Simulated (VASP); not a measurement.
SrO (rock salt): the bulk modulus from VASP (plane waves, PAW) at several levels of theory. Static lattice, third-order Birch-Murnaghan fit over five volumes.  The measured value holds thermal and zero-point effects that the static calculation lacks.

```tsv
level	bulk modulus (GPa)	error against measurement
RPBE	75.4	-17.2 %
AM05	89.3	-1.9 %
PBE-D3(BJ)	89.7	-1.5 %
PBE-D4	87.8	-3.5 %
optB88-vdW	91.5	+0.6 %
rev-vdW-DF2	90.7	-0.4 %
revTPSS	88.8	-2.4 %
r2SCAN+rVV10	96.2	+5.7 %
```

Measured: 91.0 GPa at 300 K (as given by Juan A. Santana et al., The Journal of Chemical Physics (2016), arXiv:1608.06321).

The cell of the RPBE run:

```cif
data_O4Sr4
_chemical_formula_sum 'Sr4 O4'
_space_group_name_H-M_alt 'Fm-3m'
_space_group_IT_number 225
_space_group_name_Hall '-F 4 2 3'
_cell_length_a 5.26971
_cell_length_b 5.26971
_cell_length_c 5.26971
_cell_angle_alpha 90.000
_cell_angle_beta 90.000
_cell_angle_gamma 90.000
loop_
_atom_site_label
_atom_site_type_symbol
_atom_site_symmetry_multiplicity
_atom_site_Wyckoff_symbol
_atom_site_fract_x
_atom_site_fract_y
_atom_site_fract_z
_atom_site_occupancy
Sr1 Sr 4 a 0.00000 0.00000 0.00000 1
O1 O 4 b 0.50000 0.50000 0.50000 1
```
(The calculation used a cell of 2 atoms; values per cell refer to that cell.)

Only levels that ran to the end are used. Left out are those held back, those with too coarse a band path, GW runs whose mesh misses a band edge, hybrids' fits of cells that aren't cubic and levels without matching references; a question may draw on a part of the rest.

The compound is SrO in the rock salt structure.
